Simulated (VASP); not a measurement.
# SnTeS4 (P-3m1) in VASP: settings compared, part 2 of 2

VASP 6.6.1. Earlier steps stand in the parts before.

### Step 3. Relaxation of cell and atoms, PBE

This run uses another cell than the first one, of 27.71 Å³/atom, 1.037 times its volume.

INCAR

```
SYSTEM = SnTeS4
ALGO = Normal
EDIFF = 1E-7
EDIFFG = -0.005
ENCUT = 520
GGA = PE
IBRION = 2
ISIF = 3
ISMEAR = 0
KPAR = 4
LASPH = .True.
LCHARG = .False.
LREAL = .False.
LWAVE = .False.
NELM = 120
NSW = 60
POTIM = 0.3
PREC = Accurate
SIGMA = 0.03
```

KPOINTS

```
k-points
0
Gamma
  8 8 2
  0 0 0
```

POSCAR

```
SnTeS4                                  
1.0
    3.7596322805      0.0000000000      0.0000000000
   -1.8798161452      3.2559370651     -0.0000000000
    0.0000000000      0.0000000000     13.5797885055
  Sn              Te              S             
     1     1     4
Direct
     0.0000000000000000    0.0000000000000000    0.5000000000000000
     0.0000000000000000    0.0000000000000000    0.0000000000000000
     0.6666666699999979    0.3333333300000021    0.8841583122219383
     0.6666666699999979    0.3333333300000021    0.3926230413440596
     0.3333333300000021    0.6666666699999979    0.6073769586559402
     0.3333333300000021    0.6666666699999979    0.1158416877780618
```

Potentials or basis: VASP PAW PBE potentials, release 64 (Sn_d, Te, S).

The run is started by

```bash
cat potpaw_PBE.64/Sn_d/POTCAR potpaw_PBE.64/Te/POTCAR potpaw_PBE.64/S/POTCAR > POTCAR
mpirun -np 4 vasp_std > vasp.out
```

Wall time 75 s (4 MPI ranks of AMD EPYC 7R13 (Zen 3), shared host); peak memory 0.32 GiB.

The run converged. Its results:

```yaml
Free_energy: -24.3108 eV
Relaxed_volume: 27.72 Å³/atom
Relaxed_cell: a = 3.761 Å, b = 3.761 Å, c = 13.576 Å, α = 90.00°, β = 90.00°, γ = 120.00°
Space_group_after_relaxing_to_0.05_Å: P-3m1 (No. 164)
Energy_gained_by_relaxing: 0.0 meV/atom
Ionic_steps: 3
Pressure_after_relaxing: 0.0 GPa
Band_gap_on_the_k_mesh: 0.64 eV, indirect (least direct gap 1.26 eV)
```

Forces on the atoms (eV/Å):
```
Sn   0.000  0.000  0.000
Te   0.000  0.000  0.000
S    0.000  0.000  0.003
S    0.000  0.000  0.001
S    0.000  0.000 -0.001
S    0.000  0.000 -0.003
```

Final structure:
```cif
data_structure
_symmetry_space_group_name_H-M 'P 1'
_symmetry_Int_Tables_number 1
_cell_length_a 3.7610
_cell_length_b 3.7610
_cell_length_c 13.5762
_cell_angle_alpha 90.000
_cell_angle_beta 90.000
_cell_angle_gamma 120.000
_cell_volume 166.31
loop_
_atom_site_label
_atom_site_type_symbol
_atom_site_fract_x
_atom_site_fract_y
_atom_site_fract_z
_atom_site_occupancy
Sn1 Sn 0.00000 0.00000 0.50000 1
Te1 Te 0.00000 0.00000 0.00000 1
S1 S 0.66667 0.33333 0.88420 1
S2 S 0.66667 0.33333 0.39264 1
S3 S 0.33333 0.66667 0.60736 1
S4 S 0.33333 0.66667 0.11580 1
```

Levels at points of the mesh, in eV from the valence-band top:
| k point | band 18 | band 19 | band 20 | band 21 | band 22 | band 23 | band 24 | band 25 | band 26 |
| --- | --- | --- | --- | --- | --- | --- | --- | --- | --- |
| (0.00, 0.00, 0.00) | -1.23 | -1.23 | -1.08 | -1.08 | -0.76 | 0.76 | 1.28 | 1.66 | 1.66 |
| (0.50, 0.00, 0.00) | -1.74 | -1.40 | -1.39 | -1.13 | -1.09 | 0.67 | 1.98 | 2.89 | 3.20 |
| (0.00, 0.00, 0.50) | -1.22 | -1.22 | -1.08 | -1.08 | -0.58 | 0.69 | 1.32 | 1.66 | 1.66 |
| (0.50, 0.00, 0.50) | -1.72 | -1.39 | -1.26 | -1.23 | -1.14 | 0.64 | 2.00 | 2.89 | 3.26 |

Caveat: spin-orbit coupling is left out, which moves the levels of the heavy elements; this functional lacks dispersion, which binds the layers, so the pressure and a relaxed spacing across them are unreliable. A k mesh can miss the band edges.

### Step 4. Single point, r2SCAN

This run uses another cell than the first one, of 27.72 Å³/atom, 1.038 times its volume.

INCAR

```
ALGO     = Normal         # electronic algorithm
EDIFF    = 1E-6           # SCF threshold, eV
ENCUT    = 520            # plane-wave cutoff, eV
ISIF     = 2              # what is computed and relaxed
ISMEAR   = 0              # smearing method
KPAR     = 4            
LASPH    = T              # aspherical terms in the spheres
LCHARG   = F              # write CHGCAR
LMIXTAU  = T            
LREAL    = F              # projectors in reciprocal space
LWAVE    = F              # write WAVECAR
METAGGA  = R2SCAN         # meta-GGA
NBANDS   = 31             # bands
NELM     = 150            # most SCF steps
PREC     = Accurate       # precision mode
SIGMA    = 0.03           # smearing width, eV
```

KPOINTS

```
k-points
0
Gamma
  8 8 2
```

POSCAR

```
SnTeS4                                  
1.0
    3.7609683489     -0.0000000000     -0.0000000000
   -1.8804841794      3.2570941343      0.0000000000
    0.0000000000      0.0000000000     13.5761546585
  Sn              Te              S             
     1     1     4
Direct
     0.0000000000000000    1.0000000000000000    0.5000000000000000
     0.0000000000000000    1.0000000000000000    1.0000000000000000
     0.6666666699999979    0.3333333300000021    0.8842049205822577
     0.6666666699999979    0.3333333300000021    0.3926369429315104
     0.3333333300000021    0.6666666699999979    0.6073630570684897
     0.3333333300000021    0.6666666699999979    0.1157950794177494
```

The run is started by

```bash
cat potpaw_PBE.64/Sn_d/POTCAR potpaw_PBE.64/Te/POTCAR potpaw_PBE.64/S/POTCAR > POTCAR
mpirun -np 4 vasp_std > vasp.out
```

It took 3.7 min on 4 MPI ranks of AMD EPYC 7R13 (Zen 3), shared host; peak memory 0.35 GiB.

The run converged. Its results:

* Free energy: -83.2557 eV
* Pressure: -1.5 GPa
* Largest force: 0.239 eV/Å
* Band gap on the k mesh: 0.79 eV, indirect (least direct gap 1.44 eV)

Forces in eV/Å, atoms in the order of the input:
```
Sn   0.000  0.000  0.000
Te   0.000  0.000  0.000
S    0.000  0.000  0.098
S    0.000  0.000  0.239
S    0.000  0.000 -0.239
S    0.000  0.000 -0.098
```

Levels at points of the mesh, in eV from the valence-band top:
```
           k point  band 20  band 21  band 22  band 23  band 24  band 25
(0.00, 0.00, 0.00)    -1.25    -1.25    -0.74     0.92     1.53     1.71
(0.50, 0.00, 0.00)    -1.53    -1.30    -1.17     0.82     2.14     3.02
(0.00, 0.00, 0.50)    -1.25    -1.25    -0.58     0.86     1.55     1.71
(0.50, 0.00, 0.50)    -1.42    -1.30    -1.27     0.79     2.16     3.02
```

Caveat: the PAW data sets were made with another functional, which shifts forces and pressure a little; spin-orbit coupling is left out, which moves the levels of the heavy elements. A k mesh can miss the band edges.
